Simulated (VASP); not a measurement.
The system is TiAl6.

```
Ti Al
1.0
     4.53627    0.00000    0.00000
    -2.26813    3.92852    0.00000
     0.00000    0.00000    4.90542
Ti Al
1 6
Cartesian
  0.0000 0.0000 0.0000
  1.5101 0.0000 2.4527
  3.0262 0.0000 2.4527
  -0.7551 1.3078 2.4527
  -1.5131 2.6207 2.4527
  1.5131 2.6207 2.4527
  0.7551 1.3078 2.4527
```

The cell was built by a generator and needn't be a form met in nature.

The cell isn't the ideal one: species swapped into the SmC6 type (P6/mmm, No. 191).

```yaml
Program: VASP 6.6.1
Task: relaxation of cell and atoms
Functional: PBE
Potentials_or_basis: VASP PAW PBE potentials, release 64 (Ti_sv, Al)
Cutoff: 600 eV
k_mesh: 6 × 6 × 4
Occupations: gaussian, width 0.1 eV
Spin: no spin polarisation
```

At the start: pressure 268.3 GPa; volume 12.49 Å³/atom.

Question: Where does the relaxation end?

Answer: Over 18 steps the energy falls by 14179.4 meV/atom and the volume is 20.68 Å³/atom (+65.6 %); space group P6/mmm (No. 191, to 0.05 Å).

The path:
```csv
step,energy change (eV),largest force (eV/Å),pressure (GPa),volume (Å³)
1,0.0000,0.0232,268.25,87.42
2,-64.6444,0.2664,-18.02,523.73
3,-93.0405,0.3958,-6.65,257.62
4,-93.3275,0.3862,-5.55,248.95
5,-93.5489,0.3727,-2.62,231.36
6,-93.5491,0.3749,-3.29,234.87
7,-94.4850,0.0703,-3.49,217.76
8,-96.5413,0.5451,-3.49,185.97
9,-96.5648,2.2870,22.12,122.28
10,-97.8084,0.8857,-2.47,167.80
11,-98.8209,1.3409,2.66,145.05
12,-98.9137,0.6256,2.55,141.09
13,-99.0701,0.8566,1.95,143.03
14,-99.2221,0.2575,-1.38,148.11
15,-99.2231,0.2097,-1.60,148.53
16,-99.2527,0.0258,-0.11,145.14
17,-99.2527,0.0253,-0.10,145.13
18,-99.2555,0.0113,-0.01,144.73
```

Final structure:
```cif
data_structure
_symmetry_space_group_name_H-M 'P 1'
_symmetry_Int_Tables_number 1
_cell_length_a 7.6788
_cell_length_b 7.6788
_cell_length_c 2.8343
_cell_angle_alpha 90.000
_cell_angle_beta 90.000
_cell_angle_gamma 120.000
_cell_volume 144.73
loop_
_atom_site_label
_atom_site_type_symbol
_atom_site_fract_x
_atom_site_fract_y
_atom_site_fract_z
_atom_site_occupancy
Ti1 Ti 0.00000 0.00000 0.00000 1
Al1 Al 0.33334 0.00000 0.50000 1
Al2 Al 0.66666 0.00000 0.50000 1
Al3 Al 0.00000 0.33334 0.50000 1
Al4 Al 0.00000 0.66666 0.50000 1
Al5 Al 0.66666 0.66666 0.50000 1
Al6 Al 0.33334 0.33334 0.50000 1
```

Caveat: the volume moved by over 15 % at a fixed basis, so the end points are rough.
